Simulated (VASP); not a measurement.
Level of theory: PBE GGA, VASP's PBE PAW potentials (set 64) (plane waves; VASP).

A VASP calculation is set up with these files.

### INCAR
```
LCHARG = .FALSE.
ISMEAR = 1   ! Methfessel-Paxton
EDIFF = 1E-6   ! SCF stop (eV)
PREC = Accurate
ENCUT = 475
SIGMA = 0.1
SYSTEM = Hf
LREAL = .FALSE.
ALGO = Normal   ! blocked Davidson
GGA = PE   ! PBE
ISIF = 2   ! forces and stress, cell fixed
LASPH = .TRUE.   ! aspherical one-centre terms
NELM = 100
LWAVE = .FALSE.
LMAXMIX = 6
```

**KPOINTS**
```
Automatic mesh
0
Gamma
12 12 7
0 0 0
```

File POSCAR:
```
Hf
3.190
  0.5000000000  -0.8660253918   0.0000000000
  0.5000000000   0.8660253918   0.0000000000
  0.0000000000   0.0000000000   1.5830721003
Hf
2
Cartesian
  0.5000000000   0.2886757080   0.3957680251
  0.5000000000  -0.2886757080   1.1873040752
```

POTCAR, in this order: Hf_pv (PBE.64 set). Program: vasp_std.

Output

**OSZICAR**
```
       N       E                     dE             d eps       ncg     rms          rms(c)
DAV:   1     0.444185156294E+02    0.44419E+02   -0.11211E+04  2128   0.126E+03
DAV:   2    -0.187088931755E+02   -0.63127E+02   -0.61939E+02  2650   0.257E+02
DAV:   3    -0.205428665636E+02   -0.18340E+01   -0.18151E+01  2866   0.300E+01
DAV:   4    -0.205590481490E+02   -0.16182E-01   -0.16177E-01  2454   0.350E+00
DAV:   5    -0.205592986466E+02   -0.25050E-03   -0.25048E-03  2980   0.349E-01    0.657E+01
DAV:   6    -0.200396618560E+02    0.51964E+00   -0.49903E-01  2242   0.547E+00    0.389E+01
DAV:   7    -0.198576648103E+02    0.18200E+00   -0.83738E-01  2322   0.678E+00    0.199E+00
DAV:   8    -0.198480546486E+02    0.96102E-02   -0.55086E-02  2374   0.180E+00    0.212E-01
DAV:   9    -0.198481560623E+02   -0.10141E-03   -0.11464E-03  2992   0.272E-01    0.207E-01
DAV:  10    -0.198481462431E+02    0.98193E-05   -0.74438E-05  2444   0.695E-02    0.348E-01
DAV:  11    -0.198481462128E+02    0.30215E-07   -0.12041E-05  2674   0.282E-02    0.198E-02
DAV:  12    -0.198481466597E+02   -0.44690E-06   -0.80311E-07  1688   0.755E-03
   1 F= -.19848147E+02 E0= -.19848107E+02  d E =-.120372E-03
```

File OUTCAR:
```
------------------------ aborting loop because EDIFF is reached ----------------------------------------
  FORCE on cell =-STRESS in cart. coord.  units (eV):
  Direction    XX          YY          ZZ          XY          YZ          ZX
  --------------------------------------------------------------------------------------
  Total        0.2944062      0.2944062      0.2286589      0.0000000      0.0000000      0.0000000
  in kB       10.5987379     10.5987376      8.2318100      0.0000000      0.0000000      0.0000000
  external PRESSURE =       9.8097618 kB  Pullay stress =       0.0000000 kB
  volume of cell :       44.50
      direct lattice vectors                 reciprocal lattice vectors
     1.595000000 -2.762621000  0.000000000     0.313479624 -0.180987548  0.000000000
     1.595000000  2.762621000  0.000000000     0.313479624  0.180987548  0.000000000
     0.000000000  0.000000000  5.050000000     0.000000000  0.000000000  0.198019802
 POSITION                                       TOTAL-FORCE (eV/Angst)
 -----------------------------------------------------------------------------------
      1.59500      0.92088      1.26250        -0.000000      0.000000      0.000000
      1.59500     -0.92088      3.78750         0.000000     -0.000000      0.000000
 -----------------------------------------------------------------------------------
    total drift:                               -0.000005      0.000182     -0.000016
  FREE ENERGIE OF THE ION-ELECTRON SYSTEM (eV)
  ---------------------------------------------------
  free  energy   TOTEN  =       -19.8481466597 eV

  energy  without entropy=      -19.8480262873  energy(sigma->0) =      -19.84810654
```
(Selected blocks of OUTCAR.)

**OUTCAR**
```
 val. band max:        4.9584909942   @ k =   0.0833   0.0833   0.4286

 cond. band min:       4.9695553205   @ k =   0.0000   0.0000   0.2857


 Fermi energy:         4.9633742639

 k-point     1 :       0.0000    0.0000    0.0000
  band No.  band energies     occupation
      1     -26.1148      2.00000
      2     -25.3598      2.00000
      3     -25.3598      2.00000
      4     -25.2335      2.00000
      5     -25.2303      2.00000
      6     -25.2303      2.00000
      7      -2.4436      2.00000
      8       1.2289      2.00000
      9       5.6116     -0.00000
     10       6.1381     -0.00000
     11       6.1381     -0.00000
     12       6.4122     -0.00000
     13       6.9638      0.00000
     14       6.9638      0.00000

 k-point     2 :       0.0833    0.0000    0.0000
  band No.  band energies     occupation
      1     -26.0965      2.00000
      2     -25.3988      2.00000
      3     -25.3729      2.00000
      4     -25.2715      2.00000
      5     -25.2418      2.00000
      6     -25.2355      2.00000
      7      -2.2324      2.00000
      8       1.4371      2.00000
      9       5.3326     -0.00000
     10       5.6340     -0.00000
     11       6.3373     -0.00000
     12       6.7045     -0.00000
     13       6.8276     -0.00000
     14       7.1529      0.00000

 k-point     3 :       0.1667    0.0000    0.0000
  band No.  band energies     occupation
      1     -26.0442      2.00000
      2     -25.5053      2.00000
      3     -25.4074      2.00000
      4     -25.3810      2.00000
      5     -25.2671      2.00000
      6     -25.2508      2.00000
      7      -1.6299      2.00000
      8       1.9917      2.00000
      9       4.6624      2.00018
     10       4.9336      1.48038
     11       6.1934     -0.00000
     12       6.8738     -0.00000
     13       6.9240     -0.00000
     14       6.9655      0.00000

 k-point     4 :       0.2500    0.0000    0.0000
  band No.  band energies     occupation
...
```

Unless said otherwise, spin-orbit coupling is left out, though it shifts the bands of the heavy elements here.

The compound is Hf in the hcp structure. The cell was not relaxed at this level. The run is one of a series of settings (ENCUT = 475 against the base run), some of them coarse on purpose.
